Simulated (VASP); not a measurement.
## Se (space group P2_12_12): computed properties

Computed with r2SCAN meta-GGA, VASP's PBE PAW potentials (set 64) (plane waves; VASP 6.6.1).

```
Quantity                                                                               Result
----------------------------------  ---------------------------------------------------------
space group                                                                     P2_12_12 (18)
cell                                a = 4.971 Å, b = 7.881 Å, c = 2.701 Å, α = β = γ = 90.00°
volume per atom                                                                26.46 Å^3/atom
band gap (over mesh and band path)                   none (metal, semimetal or under 0.01 eV)
density                                                                            4.96 g/cm³
```

Se is taken in the orthorhombic space group P2₁2₁2 (No. 18), Pearson symbol oP4. Conventional cell: a = 4.971 Å, b = 7.881 Å, c = 2.701 Å, α = 90.00°, β = 90.00°, γ = 90.00°. Se on 4c has 1 Se at 2.320 Å and 2 Se at 2.701 Å. (Neighbours: up to the widest gap in distance over summed covalent radii, below 1.35, at either atom.)

The structure comes from a computed database's Se entry (P2_12_12); how it stands against other phases isn't given here. It was relaxed first. Symmetry was kept, so distortions that lower it aren't found.
